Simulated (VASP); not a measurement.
Input of a VASP 6.6.1 run:

POSCAR

```
Si
1.0
    0.0000000000      2.7219898884      2.7219898884
    2.7219898884      0.0000000000      2.7219898884
    2.7219898884      2.7219898884      0.0000000000
Si
2
Direct
    0.0000000000      0.0000000000      0.0000000000
    0.2500000000      0.2500000000      0.2500000000
```

INCAR.step1

```
SYSTEM = Si
ALGO = Normal
EDIFF = 1E-4
ENCUT = 520
GGA = PE
ISMEAR = 0
LASPH = .True.
LCHARG = .False.
LREAL = .False.
LWAVE = .True.
NBANDS = 11
NELM = 100
PREC = Accurate
SIGMA = 0.02
```

The input INCAR.step2:

```
SYSTEM = Si
ALGO = Normal
EDIFF = 1E-6
ENCUT = 520
ISIF = 2
ISMEAR = 0
ISTART = 1
LASPH = .True.
LCHARG = .True.
LELF = .True.
LMIXTAU = .True.
LREAL = .False.
LVHAR = .True.
LWAVE = .False.
METAGGA = R2SCAN
NBANDS = 11
NELM = 100
PREC = Accurate
SIGMA = 0.02
```

KPOINTS

```
k-points
0
Gamma
  8 8 8
  0 0 0
```

Potentials or basis: VASP PAW PBE potentials, release 64 (Si).

Command:

```console
$ cat potpaw_PBE.64/Si/POTCAR > POTCAR
$ cp INCAR.step1 INCAR
$ mpirun -np 1 vasp_std > vasp.out
$ cp INCAR.step2 INCAR
$ mpirun -np 1 vasp_std > vasp.out
```

Question: Estimate the band gap on the k mesh.

Answer: 0.83 eV, indirect (least direct gap 2.75 eV).

Question: What does it give for the pressure?

Answer: -0.2 GPa.

Caveat: the PAW data sets were made with another functional, which shifts forces and pressure a little. A k mesh can miss the band edges.
